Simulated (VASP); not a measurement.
VASP input:

### POSCAR
```
LuN
1
    0.0000000000     2.3619750000     2.3619750000
    2.3619750000     0.0000000000     2.3619750000
    2.3619750000     2.3619750000     0.0000000000
Lu N
1 1
Direct
  0.0000000000   0.0000000000   0.0000000000
  0.5000000000   0.5000000000   0.5000000000
```

**INCAR**
```
! general
SYSTEM =LuN
PREC   =Accurate
ENCUT  =520
LREAL  =.FALSE.   ! projection in real space or not
LASPH  =.TRUE.   ! aspherical one-centre terms

! electronic loop
EDIFF  =1E-6
NELM   =100
ALGO   =Normal   ! blocked Davidson
LMAXMIX=6   ! l cut-off of mixed one-centre charges

! smearing
ISMEAR =0
SIGMA  =0.05   ! width (eV)

! functional
GGA    =PS   ! PBEsol

! ions
IBRION =2   ! conjugate gradients
NSW    =60
ISIF   =3   ! ions, shape and volume
EDIFFG =-0.01   ! ionic stop

! output
LWAVE  =.FALSE.
LCHARG =.FALSE.
```

**KPOINTS**
```
Automatic mesh
0
Gamma
9 9 9
0 0 0
```

POTCAR, in this order: Lu_3 N (PBE.64 set). Program: vasp_std.

Task: Write an equivalent input for Ansatz.

Result: One equivalent input (not run):
Ansatz 0.2 input:
```yaml
crystal:
  lattice:
    - [0.0000000, 2.3619750, 2.3619750]
    - [2.3619750, 0.0000000, 2.3619750]
    - [2.3619750, 2.3619750, 0.0000000]
  atoms:
    - { symbol: Lu, position: [0.0000000, 0.0000000, 0.0000000] }
    - { symbol: N, position: [0.5000000, 0.5000000, 0.5000000] }
kpoints:
  mp_grid: { grid: [9, 9, 9] }
hamiltonian:
  xc: pbesol
  pseudopotentials: { kind: paw }
scf:
  occupations: { method: gaussian, width: 0.05 }
  max_iter: 100
relax:
  max_steps: 60
  f_tol: 0.01
  cell: {}
output: { forces: true, stress: true, eigenvalues: true }
```
What does not carry over: each code has its own PAW files, so the cut-off isn't converted (ENCUT is set for VASP's; basis.ecutwfc is left out, and Ansatz then takes the one that its files recommend); Ansatz stops its SCF on the density residual and VASP on the energy change (EDIFF).

The structure comes from a computed database's LuN entry (Fm-3m); how it stands against other phases isn't given here. This run relaxes it. Symmetry was kept, so distortions that lower it aren't found.
